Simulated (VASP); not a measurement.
All values below come from PBE GGA, VASP's PBE PAW potentials (set 64) (plane waves; VASP).

The input files of a VASP run:

KPOINTS:
```
Regular mesh
0
gamma
7 7 7
```

### INCAR
```
SYSTEM = Li2O
PREC = Accurate
ENCUT = 520
EDIFF = 1E-6
NELM = 100
ALGO = All
LREAL = .FALSE.
LASPH = .TRUE.
ISMEAR = 0
SIGMA = 0.05
GGA = PE
LWAVE = .FALSE.
LCHARG = .FALSE.
ISIF = 2
```

### POSCAR
```
Li2O
1.0
  0.0000000000   2.3562000000   2.3562000000
  2.3562000000   0.0000000000   2.3562000000
  2.3562000000   2.3562000000   0.0000000000
Li O
2 1
direct
  0.2500000000   0.2500000000   0.2500000000
  0.7500000000   0.7500000000   0.7500000000
  0.0000000000   0.0000000000   0.0000000000
```

POTCAR, in this order: Li_sv O (PBE.64 set). Program: vasp_std.

**Question.** What does the run give for the energy per atom (σ→0), pressure?

**Answer.** 
| Quantity | Value |
|---|---|
| energy per atom (σ→0) | -4.777 eV/atom |
| pressure | -4.04 GPa |

**OSZICAR**
```
...
CGA:  11    -0.143311711506E+02   -0.63265E-03   -0.63093E-03   200   0.334E-03   0.131E-04
CGA:  12    -0.143312802444E+02   -0.10909E-03   -0.10878E-03   200   0.784E-04   0.424E-05
CGA:  13    -0.143313152974E+02   -0.35053E-04   -0.34596E-04   200   0.222E-04   0.254E-05
CGA:  14    -0.143313257019E+02   -0.10405E-04   -0.10107E-04   200   0.869E-05   0.179E-05
CGA:  15    -0.143313302953E+02   -0.45934E-05   -0.44348E-05   200   0.299E-05   0.874E-06
CGA:  16    -0.143313319027E+02   -0.16074E-05   -0.15775E-05   200   0.112E-05   0.176E-06
CGA:  17    -0.143313325477E+02   -0.64495E-06   -0.63051E-06   200   0.571E-06   0.707E-07
   1 F= -.14331333E+02 E0= -.14331333E+02  d E =-.447363E-14
```

The compound is Li2O in the antifluorite structure. The cell was not relaxed at this level. The run is one of a series of settings (ALGO = All against the base run), some of them coarse on purpose.
